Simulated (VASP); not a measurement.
An input for Quantum ESPRESSO's pw.x (written as the equivalent of a VASP run, and not itself run):

```
&CONTROL
  calculation = 'scf'
  pseudo_dir = './pseudo'
  outdir = './out'
  tprnfor = .true.
  tstress = .true.
/
&SYSTEM
  ibrav = 0
  nat = 3
  ntyp = 1
  ecutwfc = 86
  occupations = 'smearing'
  smearing = 'gaussian'
  degauss = 0.003675
  input_dft = 'pbe'
/
&ELECTRONS
  conv_thr = 7.3e-08
  electron_maxstep = 100
/
ATOMIC_SPECIES
  Se 78.971 Se.upf
CELL_PARAMETERS angstrom
     2.1850000   -3.7845310    0.0000000
     2.1850000    3.7845310    0.0000000
     0.0000000    0.0000000    4.9500000
ATOMIC_POSITIONS crystal
  Se   0.0000000  0.2250000  0.6666670
  Se   0.7750000  0.7750000  0.0000000
  Se   0.2250000  0.0000000  0.3333330
K_POINTS automatic
  6 6 5 0 0 0
```

**Question.** Translate this input to VASP (INCAR, KPOINTS, POSCAR, choice of POTCAR).

**Answer.** Several could match; the one computed here: 
INCAR:
```
ALGO = Normal
EDIFF = 1E-6
ENCUT = 425
GGA = PE
ISIF = 2
ISMEAR = 0
LASPH = .TRUE.
LCHARG = .FALSE.
LMAXMIX = 4
LREAL = .FALSE.
LWAVE = .FALSE.
NELM = 100
PREC = Accurate
SIGMA = 0.05
SYSTEM = Se
```

POSCAR:
```
Se
9.90
  0.2207070707  -0.3822758586   0.0000000000
  0.2207070707   0.3822758586   0.0000000000
  0.0000000000   0.0000000000   0.5000000000
Se
3
Cart
  0.0496590909   0.0860120682   0.3333335000
  0.3420959596   0.0000000000   0.0000000000
  0.0496590909  -0.0860120682   0.1666665000
```

### KPOINTS
```
Regular mesh
0
Gamma
6 6 5
0 0 0
```

POTCAR, in this order: Se (PBE.64 set). Program: vasp_std.

The two are equivalent in intent, not identical: the potentials are each code's own (VASP's PAW set, PseudoDojo norm-conserving files in pw.x), so ENCUT and ecutwfc are chosen apart and not converted; conv_thr bounds pw.x's estimated SCF error, while EDIFF bounds the energy change between steps.

The compound is Se in the trig structure. The cell was not relaxed at this level. The run is one of a series of settings (ENCUT = 425 against the base run), some of them coarse on purpose.
